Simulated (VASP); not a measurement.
VASP ran on this input.

**INCAR**
```
SYSTEM  =  SiC
PREC  =  Accurate; ENCUT  =  620; LREAL  =  .FALSE.
LASPH  =  .TRUE.
EDIFF  =  1E-6; NELM  =  100; ALGO  =  Normal
ISMEAR  =  0; SIGMA  =  0.05
GGA  =  PS
IBRION  =  2; NSW  =  40; ISIF  =  3
EDIFFG  =  -0.02; PSTRESS  =  300
LWAVE  =  .FALSE.; LCHARG  =  .FALSE.
```

File POSCAR:
```
SiC
1
    2.9671613860     0.0000000000     0.0000000000
   -1.4835806929     2.5696366722     0.0000000000
    0.0000000000     0.0000000000     4.8661157494
Si C
2 2
Direct
  0.3333330000   0.6666670000   0.9996205267
  0.6666670000   0.3333330000   0.4996205267
  0.3333330000   0.6666670000   0.3753794733
  0.6666670000   0.3333330000   0.8753794733
```

### KPOINTS
```
Automatic mesh
0
Gamma
9 9 5
0 0 0
```

POTCAR, in this order: Si C (PBE.64 set). Program: vasp_std.

Write an equivalent input for Quantum ESPRESSO's pw.x.

One equivalent input (not run):
```
&CONTROL
  calculation = 'vc-relax'
  pseudo_dir = './pseudo'
  outdir = './out'
  tprnfor = .true.
  tstress = .true.
  nstep = 40
  forc_conv_thr = 0.00078
/
&SYSTEM
  ibrav = 0
  nat = 4
  ntyp = 2
  ecutwfc = 82
  occupations = 'smearing'
  smearing = 'gaussian'
  degauss = 0.003675
  input_dft = 'pbesol'
/
&ELECTRONS
  conv_thr = 7.3e-08
  electron_maxstep = 100
/
&IONS
/
&CELL
  press = 300
/
ATOMIC_SPECIES
  Si 28.085 Si.upf
  C 12.011 C.upf
CELL_PARAMETERS angstrom
     2.9671614    0.0000000    0.0000000
    -1.4835807    2.5696367    0.0000000
     0.0000000    0.0000000    4.8661157
ATOMIC_POSITIONS crystal
  Si   0.3333330  0.6666670  0.9996205
  Si   0.6666670  0.3333330  0.4996205
  C    0.3333330  0.6666670  0.3753795
  C    0.6666670  0.3333330  0.8753795
K_POINTS automatic
  9 9 5 0 0 0
```
What does not carry over: the potentials are each code's own (VASP's PAW set, PseudoDojo norm-conserving files in pw.x), so ENCUT and ecutwfc are chosen apart and not converted; conv_thr bounds pw.x's estimated SCF error, while EDIFF bounds the energy change between steps; forc_conv_thr acts on force components and is met together with etot_conv_thr.

The structure was generated: SiC was put into the wurtzite type (P6_3mc), which need not be its known phase. It was relaxed first under an external pressure of 30 GPa.
